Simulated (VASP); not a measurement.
Given:

```
Cu
1.0
    0.00000     1.81575     1.81575
    1.81575     0.00000     1.81575
    1.81575     1.81575     0.00000
Cu
1
Direct
  0.00000   0.00000   0.00000
```

Calculation: PBE GGA, VASP's PBE PAW potentials (set 64) (plane waves; VASP 6.6.1). Numerical set-up: PREC = Normal, EDIFF = 1E-5, 400 eV cut-off, 19×19×19 Γ-centred mesh, first-order Methfessel-Paxton smearing of 0.10 eV, potentials Cu.

### Question
Predict the energy per atom (σ→0), band gap (on the k-mesh) with the smallest direct gap where there is one.

### Answer

```yaml
band gap (on the k-mesh): none (metal, semimetal or under 0.01 eV)
energy per atom (σ→0): -359.6 kJ/mol of atoms
```

Total energies compare only between runs with the same potentials, cut-off and functional.

The compound is Cu in the fcc structure. It was relaxed first.
